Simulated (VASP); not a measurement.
Set up this calculation in VASP 6.6.1, as the native input.

```yaml
Task: band structure
Functional: PBE
Potentials_or_basis: VASP PAW PBE potentials, release 64 (Hf_pv, Si, O)
Cutoff: 520 eV
k_mesh: 6 × 6 × 6
Occupations: gaussian, width 0.03 eV
Spin: spin-orbit coupling, no magnetisation
Further_INCAR_settings: ALGO = Normal; EDIFF = 1e-06; NBANDS = 98
```

The structure of HfSiO4 lies in POSCAR:

```
HfSiO4
1.0
   -3.3104500000      3.3104500000      3.0029000000
    3.3104500000     -3.3104500000      3.0029000000
    3.3104500000      3.3104500000     -3.0029000000
Hf Si O
2 2 8
Direct
    0.0000000000      0.0000000000      0.0000000000
    0.7500000000      0.2500000000      0.5000000000
    0.5000000000      0.5000000000      0.0000000000
    0.2500000000      0.7500000000      0.5000000000
    0.1336540000      0.3184000000      0.8152540000
    0.5031460000      0.3184000000      0.1847460000
    0.2468540000      0.9316000000      0.3152540000
    0.6163460000      0.9316000000      0.6847460000
    0.6816000000      0.8663460000      0.1847460000
    0.6816000000      0.4968540000      0.8152540000
    0.0684000000      0.3836540000      0.3152540000
    0.0684000000      0.7531460000      0.6847460000
```

The cell was built by a generator and needn't be a form met in nature.

The input as run:

INCAR

```
  PREC = Accurate
  ENCUT = 520
  EDIFF = 1E-6
  ISMEAR = 0
  SIGMA = 0.03
  LREAL = F
  LASPH = T
  NELM = 80
  ALGO = Normal
  ISIF = 2
  LWAVE = F
  LCHARG = F
  LNONCOLLINEAR = T
  MAGMOM = 0 0 0 0 0 0 0 0 0 0 0 0 0 0 0 0 0 0 0 0 0 0 0 0 0 0 0 0 0 0 0 0 0 0 0 0
  LORBIT = 11
  LSORBIT = T
  GGA_COMPAT = F
  LMAXMIX = 4
  GGA = PE
  NBANDS = 98
  KPAR = 4
```

KPOINTS

```
Automatic mesh
0
Gamma
  6 6 6
```

KPOINTS_OPT

```
path GXMGZPNZ1M,XP
15
line-mode
reciprocal
 0.0000000000  0.0000000000  0.0000000000  G
 0.0000000000  0.0000000000  0.5000000000  X

 0.0000000000  0.0000000000  0.5000000000  X
-0.5000000000  0.5000000000  0.5000000000  M

-0.5000000000  0.5000000000  0.5000000000  M
 0.0000000000  0.0000000000  0.0000000000  G

 0.0000000000  0.0000000000  0.0000000000  G
 0.4557063427  0.4557063427 -0.4557063427  Z

 0.4557063427  0.4557063427 -0.4557063427  Z
 0.2500000000  0.2500000000  0.2500000000  P

 0.2500000000  0.2500000000  0.2500000000  P
 0.0000000000  0.5000000000  0.0000000000  N

 0.0000000000  0.5000000000  0.0000000000  N
-0.4557063427  0.5442936573  0.4557063427  Z1

-0.4557063427  0.5442936573  0.4557063427  Z1
-0.5000000000  0.5000000000  0.5000000000  M

 0.0000000000  0.0000000000  0.5000000000  X
 0.2500000000  0.2500000000  0.2500000000  P
```

Potentials or basis: VASP PAW PBE potentials, release 64 (Hf_pv, Si, O).

Run with:

```bash
$ cat potpaw_PBE.64/Hf_pv/POTCAR potpaw_PBE.64/Si/POTCAR potpaw_PBE.64/O/POTCAR > POTCAR
$ mpirun -np 4 vasp_ncl > vasp.out
```

It gave:

```json
{"Pressure": "0.1 GPa", "Valence electrons inside the program's atomic spheres": "Hf 8.25; Si 1.66; O 5.16"}
```

It took 12 min on 4 MPI ranks on Intel(R) Xeon(R) 6975P-C (Granite Rapids) (shared host), peak memory 1.2 GiB a rank.
